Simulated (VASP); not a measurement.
Consider the following.

```xyz
2
Lattice="2.9508 0.0000 0.0000 0.0000 2.9508 0.0000 0.0000 0.0000 2.9508" Properties=species:S:1:pos:R:3 pbc="T T T"
Ga     1.4754     1.4754     1.4754
Co     0.0000     0.0000     0.0000
```

Calculation: PBEsol GGA, VASP's PBE PAW potentials (set 64) (plane waves; VASP). Run with 480 eV cut-off, 12×12×12 Γ-centred mesh, first-order Methfessel-Paxton smearing of 0.10 eV, potentials Ga_d Co.

Task: Give the stress tensor in GPa (positive for a compressed cell).

Result: 
```
-17.53    0.00    0.00
  0.00  -17.53    0.00
  0.00    0.00  -17.53
```
The pressure is its mean diagonal, -17.53 GPa.

The compound is CoGa in the CsCl type structure. This cell was strained or had an atom moved on purpose. The run is not spin-polarised, so no magnetic state was tried.
